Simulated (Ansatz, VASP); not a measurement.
## ZnSi3O7 (undercooled, nearly rigid 75SiO2-25ZnO (mol %) at 1800 K) in two plane-wave programs

One calculation is typed for both programs; each brings its own data sets. How far apart do they land? The cell is taken from a series of runs on this material, whose earlier steps may have relaxed, scaled, displaced or heated it; both programs get it as it stands.

Method: plane waves, with VASP 6.6.1 beside it; single point at RPBE, in Ansatz 0.2.0.

## (1) Set-up

The cell holds 143 atoms: 39 Si, 13 Zn and 91 O. Cell: a = 12.772 Å, b = 12.772 Å, c = 12.772 Å, α = 90.0°, β = 90.0°, γ = 90.0°. As first built, before any earlier steps moved the atoms (in the runner's words): 143 atoms (39 Si, 13 Zn, 91 O) placed at random at 2.71 g/cm^3, melted at 4000 K for 10 ps at fixed volume with the Morse and Coulomb pair potential with partial charges (Pedone, Malavasi, Menziani, Cormack and Segre, J. Phys. Chem. B 110, 11780 (2006)). Snapshot at the end of a hold of 10 ps at 1800 K and fixed volume. The cell carries charge +1.

## (2) Ansatz: single point, RPBE

Ansatz runs on its PAW soft_1 files.

With cell and atoms fixed, the geometry can't cause a difference; cores, projectors, grids and the points listed under the comparison can.

The input, input.yaml:

```yaml
crystal:
  lattice:
    - [12.7717, 0.0, 0.0]
    - [0.0, 12.7717, 0.0]
    - [0.0, 0.0, 12.7717]
  atoms:
    - { symbol: Si, position: [0.26154, 0.01552, 0.87327] }
    - { symbol: Si, position: [0.83988, 0.33997, 0.01739] }
    - { symbol: Si, position: [0.37509, 0.06815, 0.09897] }
    - { symbol: Si, position: [0.49572, 0.41555, 0.9933] }
    - { symbol: Si, position: [0.80282, 0.10585, 0.96883] }
    - { symbol: Si, position: [0.1652, 0.77235, 0.2802] }
    - { symbol: Si, position: [0.31818, 0.24349, 0.25746] }
    - { symbol: Si, position: [0.05726, 0.56109, 0.19645] }
    - { symbol: Si, position: [0.60302, 0.09772, 0.44065] }
    - { symbol: Si, position: [0.56155, 0.22826, 0.74525] }
    - { symbol: Si, position: [0.98977, 0.13926, 0.28238] }
    - { symbol: Si, position: [0.6084, 0.31928, 0.52219] }
    - { symbol: Si, position: [0.55754, 0.79418, 0.42737] }
    - { symbol: Si, position: [0.10184, 0.51776, 0.70392] }
    - { symbol: Si, position: [0.00811, 0.10931, 0.53532] }
    - { symbol: Si, position: [0.04287, 0.34289, 0.52991] }
    - { symbol: Si, position: [0.75411, 0.37802, 0.80714] }
    - { symbol: Si, position: [0.64156, 0.8483, 0.20416] }
    - { symbol: Si, position: [0.81161, 0.39385, 0.4361] }
    - { symbol: Si, position: [0.17074, 0.23495, 0.86762] }
    - { symbol: Si, position: [0.96501, 0.71803, 0.69297] }
    - { symbol: Si, position: [0.79284, 0.01226, 0.29714] }
    - { symbol: Si, position: [0.3679, 0.07714, 0.4323] }
    - { symbol: Si, position: [0.71534, 0.33013, 0.22139] }
    - { symbol: Si, position: [0.08402, 0.83111, 0.87476] }
    - { symbol: Si, position: [0.93797, 0.83707, 0.28721] }
    - { symbol: Si, position: [0.36946, 0.35856, 0.81869] }
    - { symbol: Si, position: [0.75112, 0.61142, 0.71245] }
    - { symbol: Si, position: [0.10208, 0.34714, 0.30731] }
    - { symbol: Si, position: [0.34312, 0.55498, 0.68262] }
[... 107 atom lines left out ...]
    - { symbol: O, position: [0.30983, 0.04305, 0.98939] }
    - { symbol: O, position: [0.05352, 0.26698, 0.82652] }
    - { symbol: O, position: [0.58151, 0.85905, 0.31949] }
    - { symbol: O, position: [0.51751, 0.91093, 0.69019] }
    - { symbol: O, position: [0.34374, 0.56332, 0.55682] }
    - { symbol: O, position: [0.61771, 0.04815, 0.55904] }
total_charge: 1
kpoints:
  mp_grid: { grid: [1, 1, 1] }
hamiltonian:
  xc: rpbe
  pseudopotentials: { kind: paw, azcp: { folder: soft_1 } }
scf:
  occupations: { method: fermi_dirac, width: 0.01 }
  lower_state_search: "off"
output:
  forces: true
  stress: true
  populations: true
  dos:
    method: { smearing: { sigma: 0.15 } }
    de: 0.1
    projected: { site_lists: { O: [O], Si: [Si], Zn: [Zn] } }
  eigenvalues: true
  write_density: true
  write_potential: true
  volumetric_format: npy
magnetization:
  spin_polarized: true
  initial_magnetization: 1
```

Launch:

```console
$ ansatz run input.yaml --threads 8 --pin off --max-ram 15872MiB --backend cpu --events-out ev --progress --plain --runs-dir out
```

Numbers of over 12 decimals in the logs are rounded to 6 here.

The program printed:

```text
Engine: ansatz 0.2.0, aarch64-unknown-linux-gnu
Pseudopotentials: kind: paw
Pseudopotential: Si, paw, valence charge 4, recommended cutoff 420 eV (normal), soft_1/Si.paw.azcp
Pseudopotential: Zn, paw, valence charge 12, recommended cutoff 420 eV (normal), soft_1/Zn.paw.azcp
Pseudopotential: O, paw, valence charge 6, recommended cutoff 420 eV (normal), soft_1/O.paw.azcp
Functional definition: RPBE
  parameter kappa = 0.804
  parameter beta = 0.066725
  exchange = rpbe_x(kappa = kappa, mu = beta*pi^2/3)
  correlation = pbe_c(beta = beta)
Crystal: 143 atoms, lattice volume = 2083.273 Å³
Basis set: ecut = 420 eV, 40651 PW (Γ), exchange–correlation on 180×180×180 points (8 copies of the dense FFT grid, shifted against one another)
Bands: 572, of which v1, the nominal top of the filled ones, is band 429 counted from 1 (428 counted from 0)
Symmetry: 1 space group operations
Space group: P1 (ITA 1), of the structure as read, at distance tolerance 1.3e-4 Å
Magnetic group: BNS 1.1 (UNI 1), of the structure as read, at distance tolerance 1.3e-4 Å
k-points: 1
Non-local potential: Si, projectors of the file, l = 0: 2, l = 1: 2, l = 2: 1
Non-local potential: Zn, projectors of the file, l = 0: 2, l = 1: 2, l = 2: 3, l = 3: 1
Non-local potential: O, projectors of the file, l = 0: 2, l = 1: 2, l = 2: 1
PAW form: soft (Blöchl's): semilocal exchange-correlation on the pseudo side does not see the compensation charge
PAW frozen core: Si, regenerated for the run's functional, and the local potential with it (the file was generated under x = pbe(κ = 0.804, μ = 0.219515), c = pbe(β = 0.066725))
PAW frozen core: Zn, regenerated for the run's functional, and the local potential with it (the file was generated under x = pbe(κ = 0.804, μ = 0.219515), c = pbe(β = 0.066725))
PAW frozen core: O, regenerated for the run's functional, and the local potential with it (the file was generated under x = pbe(κ = 0.804, μ = 0.219515), c = pbe(β = 0.066725))
PAW one-centre angular grid: Si, 110 points (default); XC on 64 Gauss nodes
PAW one-centre angular grid: Zn, 590 points (default); XC on 64 Gauss nodes
PAW one-centre angular grid: O, 110 points (default); XC on 64 Gauss nodes
Initial density: superposition of atomic densities (chi_scale 0.1, normalization cell, long waves 78 % of neutral atoms scaled as one to the charged cell's electrons (reshape's long-wave potential 1.78 eV rms, cloud 1.88 Å wide))
Starting moments: Σ|m| = 1 μB on 143 of 143 sites
Initial wavefunctions: pseudopotential atomic-orbital guess
Functional: x = rpbe, c = pbe(β = 0.066725)
SCF iter   1: F=—  HF=-120128.797650 eV  |F-HF|=—  |Δ(HF+E_count)|=         —  Δρ=6.04e-2 (↑6.04e-2 ↓6.02e-2)  dr2=2.54e2  dr2_m=9.45e-2  M=1.000 μB ∫|m|=1.033 μB  β_m=1.00  ethr=3.10e-3  ⟨swp⟩=6.0  Hψ=5094  notcnv=0  defer=106
preconditioner: auto → Kerker (q_TF=auto, 2.353 Å⁻¹)  [metal: Δε(μ)=0.017 eV  Ē_g=16.645 eV  σ=0.010 eV  W_gap=0.40  n_scr=460 (ndim 8)  ℏωp=23.8 eV  f_vac=0.116  D(μ)=47.96/eV (n_scr^D=304)]
spin=Collinear: Kerker preconditioning applied to the charge; magnetization (m = ρ↑ − ρ↓) channel mixes plain (no charge-response kernel on spin).
SCF iter   2: F=—  HF=-120077.966921 eV  |F-HF|=—  |Δ(HF+E_count)|=         —  Δρ=3.33e-2 (↑3.33e-2 ↓3.32e-2)  dr2=8.81e1  dr2_m=1.92e-2  M=0.993 μB ∫|m|=1.083 μB  β_m=0.30  ethr=3.10e-3  ⟨swp⟩=2.0  Hψ=2113  notcnv=0  defer=276
Mixer restart at iter 2: flushing history
SCF iter   3: F=—  HF=-120064.359524 eV  |F-HF|=—  |Δ(HF+E_count)|=    1.36e1  Δρ=2.15e-2 (↑2.13e-2 ↓2.15e-2)  dr2=3.90e1  dr2_m=5.89e-2  M=0.995 μB ∫|m|=1.095 μB  β_m=0.30  ethr=3.10e-3  ⟨swp⟩=2.0  Hψ=1866  notcnv=0  defer=276
SCF iter   4: F=—  HF=-120057.133363 eV  |F-HF|=—  |Δ(HF+E_count)|=    7.23e0  Δρ=1.25e-2 (↑1.07e-2 ↓1.25e-2)  dr2=9.06e0  dr2_m=1.47e-1  M=1.000 μB ∫|m|=1.147 μB  β_m=0.30  ethr=3.10e-3  ⟨swp⟩=3.0  Hψ=1736  notcnv=0  defer=276
SCF iter   5: F=—  HF=-120057.052840 eV  |F-HF|=—  |Δ(HF+E_count)|=   8.05e-2  Δρ=1.31e-2 (↑7.43e-3 ↓1.31e-2)  dr2=8.51e0  dr2_m=5.26e-1  M=0.964 μB ∫|m|=1.171 μB  β_m=0.30  ethr=1.06e-3  ⟨swp⟩=2.0  Hψ=1326  notcnv=0  defer=276
SCF iter   6: F=—  HF=-120057.245527 eV  |F-HF|=—  |Δ(HF+E_count)|=   1.93e-1  Δρ=9.55e-3 (↑4.90e-3 ↓9.55e-3)  dr2=5.28e0  dr2_m=2.75e-1  M=0.955 μB ∫|m|=1.129 μB  β_m=0.30  ethr=9.93e-4  ⟨swp⟩=2.0  Hψ=1573  notcnv=0  defer=276
SCF iter   7: F=—  HF=-120057.684826 eV  |F-HF|=—  |Δ(HF+E_count)|=   4.39e-1  Δρ=5.99e-3 (↑3.33e-3 ↓5.99e-3)  dr2=2.14e0  dr2_m=1.25e-1  M=0.971 μB ∫|m|=1.129 μB  β_m=0.30  ethr=6.16e-4  ⟨swp⟩=2.0  Hψ=1758  notcnv=0  defer=276
SCF iter   8: F=—  HF=-120057.810092 eV  |F-HF|=—  |Δ(HF+E_count)|=   1.25e-1  Δρ=8.12e-3 (↑2.87e-3 ↓8.12e-3)  dr2=3.48e0  dr2_m=2.28e-1  M=1.000 μB ∫|m|=1.161 μB  β_m=0.30  ethr=2.50e-4  ⟨swp⟩=2.5  Hψ=887  notcnv=0  defer=276
[...]
--- Löwdin populations: 143 sites ---
  site symbol       q [e]    m [muB]
     0     Si      2.2871    -0.0000
     1     Si      2.2873    -0.0012
     2     Si      2.2749    -0.0001
     3     Si      2.3020    -0.0063
     4     Si      2.2841    -0.0044
     5     Si      2.2515    -0.0013
     6     Si      2.2611    -0.0001
     7     Si      2.3178    -0.0139
     8     Si      2.2604    -0.0001
     9     Si      2.2507    -0.0001
    10     Si      2.3194    -0.0004
    11     Si      2.3027    -0.0000
    12     Si      2.3411    -0.0002
    13     Si      2.2552    -0.0000
    14     Si      2.3414    -0.0001
    15     Si      2.2459    -0.0000
    16     Si      2.2696    -0.0006
    17     Si      2.3289    -0.0003
    18     Si      2.3191    -0.0001
    19     Si      2.3020    -0.0007
    20     Si      2.3207    -0.0001
    21     Si      2.2670    -0.0003
    22     Si      2.3293    -0.0004
    23     Si      2.2675    -0.0001
[...]
135      O      6.7589     0.0025
   136      O      6.7646     0.0014
   137      O      6.7724     0.0001
   138      O      6.7493     0.0029
   139      O      6.7565     0.0037
   140      O      6.8214     0.0005
   141      O      6.9588     0.0014
   142      O      6.7772     0.0011
  spilling = 0.012023 (of n_electrons = 857.000000)
```

Reading the cycles: dr2 is the Hartree energy of the density residual (eV), the measure of convergence; HF is the Harris–Foulkes estimate of the energy, which meets the free energy F at convergence.

## (3) VASP: single point, RPBE

The same cell, functional, mesh and smearing now go to VASP, with its own data sets.

Lines of VASP's logs that name or quote its potential files are left out, and so is its time.

The input, INCAR:

```
SYSTEM = ZnSi3O7
PREC = Accurate
ENCUT = 600
EDIFF = 1E-06
NELM = 200
ISMEAR = -1
SIGMA = 0.01
LREAL = Auto
ALGO = Normal
GGA = RP
NELECT = 857
NBANDS = 528
ISPIN = 2
MAGMOM = 0 -0 0 -0 -0 -0 -0 -0 -0 -0 -0 -0 0 0 0 -0 -0 -0 -0 -0 0 -0 -0 -0 -0 -0 -0 -0 -0 -0 -0 -0 -0 0 -0 -0 -0 -0 -0 0.01 0.01 0 0 0.01 0 0 0 0.01 0 0 0 0 0 0 0 0.01 0 -0 0 0 0 0 0.11 0 0.08 0 0 0 0 0 0 0 0 -0 0.01 0 0 0 0 0 0.01 0 0 0.01 0.14 0 0 0 0 0 0 0 0 0 0 0 0.11 0 0 0 0.01 0 0.01 0 0.03 0 0 0.03 0.02 0 0 0 0 0 0.02 0 0 0 0 0 0 0.04 0 0 0 0 0.01 0 0 0.02 0 0 0 0 0.01 0 0 0 0 0 0 0 0
LORBIT = 11
LWAVE = .FALSE.
LCHARG = .FALSE.
ISIF = 2
LASPH = .TRUE.
GGA_COMPAT = .FALSE.
```

The input, POSCAR:

```
ZnSi3O7
1.0
   12.7717000000      0.0000000000      0.0000000000
    0.0000000000     12.7717000000      0.0000000000
    0.0000000000      0.0000000000     12.7717000000
Si Zn O
39 13 91
Direct
    0.2615400000      0.0155200000      0.8732700000
    0.8398800000      0.3399700000      0.0173900000
    0.3750900000      0.0681500000      0.0989700000
    0.4957200000      0.4155500000      0.9933000000
    0.8028200000      0.1058500000      0.9688300000
    0.1652000000      0.7723500000      0.2802000000
    0.3181800000      0.2434900000      0.2574600000
    0.0572600000      0.5610900000      0.1964500000
    0.6030200000      0.0977200000      0.4406500000
    0.5615500000      0.2282600000      0.7452500000
    0.9897700000      0.1392600000      0.2823800000
    0.6084000000      0.3192800000      0.5221900000
    0.5575400000      0.7941800000      0.4273700000
    0.1018400000      0.5177600000      0.7039200000
    0.0081100000      0.1093100000      0.5353200000
    0.0428700000      0.3428900000      0.5299100000
    0.7541100000      0.3780200000      0.8071400000
    0.6415600000      0.8483000000      0.2041600000
    0.8116100000      0.3938500000      0.4361000000
    0.1707400000      0.2349500000      0.8676200000
    0.9650100000      0.7180300000      0.6929700000
    0.7928400000      0.0122600000      0.2971400000
    0.3679000000      0.0771400000      0.4323000000
    0.7153400000      0.3301300000      0.2213900000
    0.0840200000      0.8311100000      0.8747600000
    0.9379700000      0.8370700000      0.2872100000
    0.3694600000      0.3585600000      0.8186900000
    0.7511200000      0.6114200000      0.7124500000
    0.1020800000      0.3471400000      0.3073100000
    0.3431200000      0.5549800000      0.6826200000
[... 107 atom lines left out ...]
    0.3098300000      0.0430500000      0.9893900000
    0.0535200000      0.2669800000      0.8265200000
    0.5815100000      0.8590500000      0.3194900000
    0.5175100000      0.9109300000      0.6901900000
    0.3437400000      0.5633200000      0.5568200000
    0.6177100000      0.0481500000      0.5590400000
```

The input, KPOINTS:

```
Automatic mesh
0
Gamma
1 1 1
0 0 0
```

Potentials, in the order of the species: Si, Zn and O (PBE family, release 64).

Launch:

```console
$ export OMP_NUM_THREADS=3
$ mpirun -np 1 vasp_gam
```

The program printed:

```text
[banner, memory and clock lines left out]
running    1 mpi-ranks, on    1 nodes
[...]
Offloading initialized ...    1 GPUs detected
[...]
|                                                                             |
|               ----> ADVICE to this user running VASP <----                  |
|                                                                             |
|     You enforced a specific xc type in the INCAR file but a different       |
|     [... a line on the potential file left out ...]
|     I HOPE YOU KNOW WHAT YOU ARE DOING!                                     |
|                                                                             |

 LDA part: xc-table for (Slater+PW92), standard interpolation
 POSCAR, INCAR and KPOINTS ok, starting setup
[...]
entering main loop
       N       E                     dE             d eps       ncg     rms          rms(c)
DAV:   1     0.136138971829E+05    0.13614E+05   -0.46906E+05  2112   0.199E+03
DAV:   2     0.112390827286E+04   -0.12490E+05   -0.11916E+05  2352   0.536E+02
DAV:   3    -0.976457565153E+03   -0.21004E+04   -0.20494E+04  2320   0.234E+02
DAV:   4    -0.112647973533E+04   -0.15002E+03   -0.14858E+03  2480   0.687E+01
DAV:   5    -0.113044551588E+04   -0.39658E+01   -0.39512E+01  2624   0.114E+01BRMIX: very serious problems
 the old and the new charge density differ
 old charge density:   858.00000 new  857.00000
    0.972E+01
DAV:   6    -0.975989855531E+03    0.15446E+03   -0.59494E+02  2920   0.673E+01    0.477E+01
DAV:   7    -0.981372650594E+03   -0.53828E+01   -0.10895E+02  3032   0.240E+01    0.249E+01
DAV:   8    -0.982258528946E+03   -0.88588E+00   -0.45354E+01  3040   0.162E+01    0.127E+01
DAV:   9    -0.981096019485E+03    0.11625E+01   -0.68929E+00  3216   0.105E+01    0.906E+00
[...]
DAV: 105    -0.981248749063E+03    0.20588E-05   -0.21561E-06  1480   0.174E-03    0.214E-02
DAV: 106    -0.981248746819E+03    0.22440E-05   -0.45203E-06  1600   0.336E-03    0.123E-02
DAV: 107    -0.981248746489E+03    0.33004E-06   -0.15883E-06  1288   0.177E-03
   1 F= -.98124875E+03 E0= -.98124094E+03  d E =-.156072E-01  mag=    -0.9994
```

Parts of OUTCAR (step 3):

```text
  Total      -11.4322345    -17.8180628     -8.9864681    -17.8271126     11.3071055     -2.2888470
  in kB       -8.7921600    -13.7032929     -6.9112005    -13.7102528      8.6959273     -1.7602779
  external PRESSURE =      -9.8022178 kB  Pullay stress =       0.0000000 kB

 magnetization (x)
# of ion       s       p       d       tot
------------------------------------------
    1        0.000  -0.000   0.000  -0.000
    2        0.000   0.000   0.000   0.000
    3        0.000  -0.000   0.000   0.000
    4        0.001   0.002   0.000   0.003
    5        0.001   0.001   0.000   0.002
    6        0.000   0.001   0.000   0.001
    7        0.000   0.000   0.000   0.000
    8        0.002   0.004   0.000   0.006
    9        0.000   0.000   0.000   0.000
   10        0.000   0.000   0.000   0.000
   11        0.000   0.000   0.000   0.000
   12        0.000   0.000   0.000   0.000
   13        0.000   0.000   0.000   0.000
[...]
--------------------------------------------------
tot         -0.004  -0.776  -0.053  -0.834

[... 3 further parts left out ...]
[key lines of the parts left out:]
E-fermi :   0.5391
```

The run ends at a pressure of -0.98 GPa, with forces up to 0.18 eV/Å.

## (4) Comparison

Known differences besides the potentials themselves: VASP starts from the moments at which Ansatz ended; the cutoff is 420 eV in Ansatz and 600 eV in VASP (PREC = Accurate, projectors in real space); Ansatz makes its cores anew for this functional, VASP keeps those of its PBE data sets; site moments are counted in spheres of each program's own size. Total energies have different zeros and are not compared.

Compared:

```
          quantity  Ansatz   VASP  difference
 total moment (μB)   -1.00  -1.00        0.00
moment on O85 (μB)   -0.14  -0.16       +0.01
moment on O63 (μB)   -0.11  -0.13       +0.01
moment on O97 (μB)   -0.11  -0.12       +0.01
moment on O65 (μB)   -0.08  -0.09       +0.01
```

Forces on 7 of the 143 atoms, those with the largest forces and the largest differences (eV/Å; atoms numbered as in POSCAR):

```
atom         Ansatz x, y, z           VASP x, y, z
 O81   -0.014, 0.006, 0.009  -0.016, 0.128, -0.084
 O84   0.000, 0.003, -0.001    0.070, 0.056, 0.003
 O85  -0.001, 0.007, -0.008  0.077, -0.034, -0.022
 O97   0.007, -0.008, 0.008  -0.004, -0.103, 0.144
O101  -0.002, -0.002, 0.001  -0.050, -0.073, 0.080
O115  -0.008, -0.004, 0.002   0.027, 0.056, -0.102
O142    0.000, 0.002, 0.005   -0.047, 0.036, 0.070
```

The forces differ by 30 meV/Å r.m.s., where the r.m.s. force is 0.006 eV/Å in Ansatz and 0.031 eV/Å in VASP: the atoms lie near their places of rest in Ansatz, so a percentage would say little (all taken over all components). Without spin-orbit coupling the overall direction of the spins is arbitrary; the signs of Ansatz's moments are turned here to match VASP's. The cell carries a charge of +1 e against a uniform background, so its pressure also hangs on how the neutralising background is counted, and in a defect's cell a gap may be the spacing between its levels.

## (5) Summary of results

```yaml
r_m_s_force_difference_single_point_rpbe: 30 meV/Å
```

**Reading.** The r.m.s. force difference is 30 meV/Å (single point, RPBE), beyond the 12 meV/Å picked in this series as the mark of a large difference. What causes the difference of the single point, RPBE pair stays open here. How closely two codes agree says nothing of how well the functional describes the real material.

[Lines on the potential files, build, host, timing and source positions are cut from VASP's logs without a mark.]

[Logs are printed without paths, hosts, clocks, repeated set-up lines and the standing remarks that a program may print on its own settings, such as how far it seeks lower states.]

[Hosts, paths, dates, database ids (printed as entryN), source tags and the programs' standing remarks are cut or masked in the printed files.]
